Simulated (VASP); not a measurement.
Data:

```
AlCr
1.0
    4.42902     0.00000     0.00000
   -2.21451     3.83564     0.00000
    0.00000     0.00000     4.97639
Cr Al
2 2
Direct
  0.33333   0.66667   0.93746
  0.66667   0.33333   0.43746
  0.33333   0.66667   0.43754
  0.66667   0.33333   0.93754
```
Starting moments (μB, in the order of the record's atoms Cr Cr Al Al): 2.9 2.9 -0.1 -0.1.

Calculation: PBE GGA, VASP's PBE PAW potentials (set 64) (plane waves; VASP). Settings: 400 eV cut-off, 9×9×7 Γ-centred mesh, tetrahedra with Blöchl corrections, potentials Cr_pv Al.

The cores are frozen, which limits the accuracy of field gradients.

Give the principal components of the electric field gradient (V/Å²) and the asymmetry η at each nucleus.

| atom | Vxx | Vyy | Vzz | η |
|---|---|---|---|---|
| Cr1 | 2.8 | 2.8 | -5.6 | 0.00 |
| Cr2 | 2.8 | 2.8 | -5.6 | 0.00 |
| Al3 | 2.9 | 2.9 | -5.7 | 0.00 |
| Al4 | 2.9 | 2.9 | -5.7 | 0.00 |

The structure was generated: CrAl was put into the wurtzite type (P6_3mc), which need not be its known phase. It was relaxed first, which changed the volume by -22 %. The relaxed cell has space group P6_3/mmc.
